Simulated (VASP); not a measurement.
Output of a VASP run:

File OSZICAR:
```
       N       E                     dE             d eps       ncg     rms          rms(c)
DAV:   1     0.240155449426E+03    0.24016E+03   -0.17367E+04  1056   0.204E+03
DAV:   2     0.620174694288E+01   -0.23395E+03   -0.22859E+03  1092   0.390E+02
DAV:   3    -0.149614905205E+02   -0.21163E+02   -0.21078E+02  1272   0.122E+02
DAV:   4    -0.154371544185E+02   -0.47566E+00   -0.47516E+00  1248   0.190E+01
DAV:   5    -0.154461285628E+02   -0.89741E-02   -0.89734E-02  1292   0.253E+00    0.145E+01
DAV:   6    -0.145045776153E+02    0.94155E+00   -0.26434E+00  1312   0.550E+01    0.106E+01
DAV:   7    -0.145413408734E+02   -0.36763E-01   -0.26623E+00  1062   0.105E+01    0.400E+00
DAV:   8    -0.145117247319E+02    0.29616E-01   -0.80317E-02  1484   0.316E+00    0.132E+00
DAV:   9    -0.145051107144E+02    0.66140E-02   -0.48282E-02  1374   0.263E+00    0.317E-01
DAV:  10    -0.145050736980E+02    0.37016E-04   -0.13635E-03  1434   0.613E-01    0.270E-01
DAV:  11    -0.145051422919E+02   -0.68594E-04   -0.18206E-04  1250   0.101E-01    0.863E-02
DAV:  12    -0.145051405304E+02    0.17615E-05   -0.12802E-04  1562   0.280E-01    0.553E-02
DAV:  13    -0.145051454248E+02   -0.48944E-05   -0.44426E-05  1264   0.472E-02    0.256E-02
DAV:  14    -0.145051450164E+02    0.40844E-06   -0.29706E-06   874   0.368E-02
   1 F= -.64195572E+01 E0= -.64195572E+01  d E =-.641956E+01
```

**OUTCAR**
```
------------------------ aborting loop because EDIFF is reached ----------------------------------------
  FORCE on cell =-STRESS in cart. coord.  units (eV):
  Direction    XX          YY          ZZ          XY          YZ          ZX
  --------------------------------------------------------------------------------------
  Total        8.0772599      8.0772572      8.1456520     -0.0000000      0.0000000     -0.0000000
  in kB      199.7940078    199.7939401    201.4857105     -0.0000000      0.0000000     -0.0000000
  external PRESSURE =       0.3578861 kB  Pullay stress =     200.0000000 kB
  volume of cell :       64.77
      direct lattice vectors                 reciprocal lattice vectors
     3.560532259  0.000000000  0.000000000     0.280856885  0.162152826  0.000000000
    -1.780266130  3.083510864  0.000000000     0.000000000  0.324305652  0.000000000
     0.000000000  0.000000000  5.899725087     0.000000000  0.000000000  0.169499423
  FREE ENERGIE OF THE ION-ELECTRON SYSTEM (eV)
  ---------------------------------------------------
  free  energy   TOTEN  =       -14.5051450164 eV

  energy  without entropy=      -14.5051450164  energy(sigma->0) =      -14.50514502
  enthalpy is  TOTEN    =        -6.4195572398 eV   P V=        8.0855877765

 reached required accuracy - stopping structural energy minimisation
```
(Selected blocks of OUTCAR.)

**POSCAR**
```
ZnS
1
    3.5605322592    -0.0000000000    -0.0000000000
   -1.7802661298     3.0835108644     0.0000000000
    0.0000000000     0.0000000000     5.8997250865
Zn S
2 2
Direct
  0.3333330000   0.6666670000   0.0020359139
  0.6666670000   0.3333330000   0.5020359139
  0.3333330000   0.6666670000   0.3729640861
  0.6666670000   0.3333330000   0.8729640861
```

### Question
Write an INCAR and KPOINTS that could have produced this output.

### Answer
This is not unique; one that fits is the input of the run itself, PBEsol GGA, plane waves, VASP's PBE PAW potentials (set 64).

INCAR:
```
SYSTEM = ZnS
PREC = Accurate
ENCUT = 500
EDIFF = 1E-6
NELM = 100
ALGO = Normal
LREAL = .FALSE.
LASPH = .TRUE.
ISMEAR = 0
SIGMA = 0.05
GGA = PS
LMAXMIX = 4
LWAVE = .FALSE.
LCHARG = .FALSE.
IBRION = 2
ISIF = 3
NSW = 40
EDIFFG = -0.02
PSTRESS = 200
```

**KPOINTS**
```
Regular mesh
0
G
  7 7 4
0 0 0
```

POTCAR, in this order: Zn S (PBE.64 set). Program: vasp_std.

The structure was generated: ZnS was put into the wurtzite type (P6_3mc), which need not be its known phase. It was relaxed first under an external pressure of 20 GPa.
